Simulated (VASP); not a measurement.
Level of theory: PBE GGA, VASP's PBE PAW potentials (set 64) (plane waves; VASP).

The input files of a VASP run:

**KPOINTS**
```
Automatic mesh
0
Gamma
8 8 8
0 0 0
```

**POSCAR**
```
MgS
1.0
  0.0000000000   2.6520000000   2.6520000000
  2.6520000000   0.0000000000   2.6520000000
  2.6520000000   2.6520000000   0.0000000000
Mg S
1 1
Direct
  0.0000000000   0.0000000000   0.0000000000
  0.5000000000   0.5000000000   0.5000000000
```

### INCAR
```
ALGO = Normal
AMIX = 1.0
BMIX = 1.0
EDIFF = 1E-6
ENCUT = 400
GGA = PE
IMIX = 4
ISIF = 2
ISMEAR = 0
LASPH = .TRUE.
LCHARG = .FALSE.
LREAL = .FALSE.
LWAVE = .FALSE.
NELM = 100
PREC = Accurate
SIGMA = 0.05
SYSTEM = MgS
```

POTCAR, in this order: Mg S (PBE.64 set). Program: vasp_std.

What does the run give for the energy per atom (σ→0), pressure, band gap (on the k-mesh)?

```json
{
  "energy per atom (σ→0)": "-4.243 eV/atom",
  "band gap (on the k-mesh)": "2.65 eV",
  "pressure": "-3.11 GPa"
}
```

### OSZICAR
```
...
DAV:   5    -0.891688931304E+01   -0.36944E-05   -0.36944E-05   624   0.484E-02    0.417E+00
DAV:   6    -0.867588856741E+01    0.24100E+00   -0.60723E+00   496   0.119E+01    0.509E+00
DAV:   7    -0.848374196352E+01    0.19215E+00   -0.10905E+00   488   0.517E+00    0.240E+00
DAV:   8    -0.848606848302E+01   -0.23265E-02   -0.19538E-02   568   0.120E+00    0.165E-01
DAV:   9    -0.848592575370E+01    0.14273E-03   -0.50116E-04   584   0.208E-01    0.188E-01
DAV:  10    -0.848590114765E+01    0.24606E-04   -0.73227E-05   640   0.443E-02    0.220E-02
DAV:  11    -0.848590020187E+01    0.94578E-06   -0.26994E-06   584   0.110E-02
   1 F= -.84859002E+01 E0= -.84859002E+01  d E =-.352368E-14
```

The compound is MgS in the rock salt structure. The cell was not relaxed at this level. The run is one of a series of settings (AMIX = 1.0, BMIX = 1.0, IMIX = 4 against the base run), some of them coarse on purpose.
